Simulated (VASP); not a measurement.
```
W
1.0
   -1.62298     1.62298     1.62298
    1.62298    -1.62298     1.62298
    1.62298     1.62298    -1.62298
W
1
Direct
  0.00000   0.00000   0.00000
```

Calculation: vdW-DF2, VASP's PBE PAW potentials (set 64) (plane waves; VASP). Run with 520 eV cut-off, Gaussian smearing of 0.050 eV, potentials W_sv.

### Question
Give the energies of bands 5 to 10 at the high-symmetry points, in eV from the Fermi level.

### Answer

```tsv
band	Γ	H	N	P
5	-9.12	-5.24	-5.77	-2.77
6	-1.17	-5.24	-3.25	-2.77
7	-1.17	4.53	0.59	-2.77
8	-1.17	4.53	1.88	2.90
9	2.04	4.53	2.76	2.90
10	2.04	7.81	5.38	5.94
```

It has no gap at this level: it comes out as a metal or semimetal.

The compound is W in the bcc structure. It was relaxed first, which changed the volume by +8 %.
